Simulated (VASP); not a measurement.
Here is a VASP 6.6.1 calculation.

File INCAR:

```
SYSTEM = BeZn2Te3
PREC = Normal
ENCUT = 520
EDIFF = 1E-4
ISMEAR = 0
SIGMA = 0.15
LREAL = .False.
LASPH = .True.
NELM = 60
ALGO = Fast
ISIF = 3
LWAVE = .False.
LCHARG = .False.
GGA = PE
IBRION = 2
NSW = 24
EDIFFG = -0.08
```

File KPOINTS:

```
Automatic mesh
0
Gamma
  4 4 2
  0 0 0
```

Contents of POSCAR:

```
BeZn2Te3
1.0
    3.9024457100      0.0000000000      0.0000000000
    0.0000000000      3.9024457100      0.0000000000
    0.0000000000      0.0000000000      8.5527205000
Be Zn Te
1 2 3
Direct
    0.0000000000      0.0000000000      0.0000000000
    0.0000000000      0.5000000000      0.7340000300
    0.5000000000      0.0000000000      0.2659999700
    0.5000000000      0.5000000000      0.0000000000
    0.0000000000      0.5000000000      0.3820000000
    0.5000000000      0.0000000000      0.6180000000
```

Potentials or basis: VASP PAW PBE potentials, release 64 (Be, Zn, Te).

The run is started by

```bash
$ cat potpaw_PBE.64/Be/POTCAR potpaw_PBE.64/Zn/POTCAR potpaw_PBE.64/Te/POTCAR > POTCAR
$ mpirun -np 1 vasp_std > vasp.out
```

Question: Predict the relaxed cell.

Answer: a = 3.731 Å, b = 3.731 Å, c = 11.839 Å, α = 90.00°, β = 90.00°, γ = 90.00°.

Question: What does it give for the space group after relaxing (to 0.05 Å)?

Answer: P-4m2 (No. 115).

Question: Estimate the relaxed volume.

Answer: 27.47 Å³/atom.

Question: What does it give for the band gap on the k mesh?

Answer: None (metal or under the smearing width).

Forces in eV/Å, atoms in the order of the input:
```
Be   0.000  0.000  0.000
Zn   0.000  0.000  0.033
Zn   0.000  0.000 -0.033
Te   0.000  0.000  0.000
Te   0.000  0.000  0.078
Te   0.000  0.000 -0.078
```

Caveat: the k mesh is coarse (spacing up to 0.40 Å⁻¹), so the values aren't converged; the volume moved by over 15 % at a fixed basis, so the end points are rough; the relaxation stopped at a loose force limit of 0.08 eV/Å, so its end isn't a converged minimum. The run has no spin-orbit coupling, so splittings on Te are missing.
